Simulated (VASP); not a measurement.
Input for VASP

### POSCAR
```
In
1
   -1.6575000000     1.6575000000     2.5245000000
    1.6575000000    -1.6575000000     2.5245000000
    1.6575000000     1.6575000000    -2.5245000000
In
1
Direct
  0.0000000000   0.0000000000   0.0000000000
```

### INCAR
```
SYSTEM = In
PREC = Accurate
ENCUT = 400
EDIFF = 1E-6
NELM = 100
ALGO = Normal
LREAL = .FALSE.
LASPH = .TRUE.
ISMEAR = 1
SIGMA = 0.1
GGA = PE
LMAXMIX = 4
LWAVE = .FALSE.
LCHARG = .FALSE.
ISIF = 2
```

File KPOINTS:
```
Automatic mesh
0
Gamma
12 12 12
0 0 0
```

POTCAR, in this order: In_d (PBE.64 set). Program: vasp_gam.

The run wrote:

**standard output**
```
 POSCAR found type information on POSCAR In
 POSCAR found :  1 types and       1 ions
 Reading from existing POTCAR
 Reading from existing POTCAR
 LDA part: xc-table for (Slater+PW92), standard interpolation

 -----------------------------------------------------------------------------
|                                                                             |
|     EEEEEEE  RRRRRR   RRRRRR   OOOOOOO  RRRRRR      ###     ###     ###     |
|     E        R     R  R     R  O     O  R     R     ###     ###     ###     |
|     E        R     R  R     R  O     O  R     R     ###     ###     ###     |
|     EEEEE    RRRRRR   RRRRRR   O     O  RRRRRR       #       #       #      |
|     E        R   R    R   R    O     O  R   R                               |
|     E        R    R   R    R   O     O  R    R      ###     ###     ###     |
|     EEEEEEE  R     R  R     R  OOOOOOO  R     R     ###     ###     ###     |
|                                                                             |
|     You are using the Gamma-point-only version with more than one           |
|     k-point or some other non-Gamma k-point.                                |
|                                                                             |
|       ---->  I REFUSE TO CONTINUE WITH THIS SICK JOB ... BYE!!! <----       |
|                                                                             |
 -----------------------------------------------------------------------------
```

Task: From input and log, find the fault in this run and mend it.

Result: The cause: the Γ-only program was given a k-mesh. VASP stops with an error: You are using the Gamma-point-only version with more than one k-point or some other non-Gamma k-point. ----> I REFUSE TO CONTINUE WITH THIS SICK JOB ... BYE!!! <---- To mend it, run vasp_std.

The mended run (PBE GGA, plane waves, VASP's PBE PAW potentials (set 64)) converges, and its OSZICAR ends with
```
   1 F= -.25595772E+01 E0= -.25596582E+01  d E =0.242877E-03
```

The compound is In in the bct structure. The cell was not relaxed at this level.
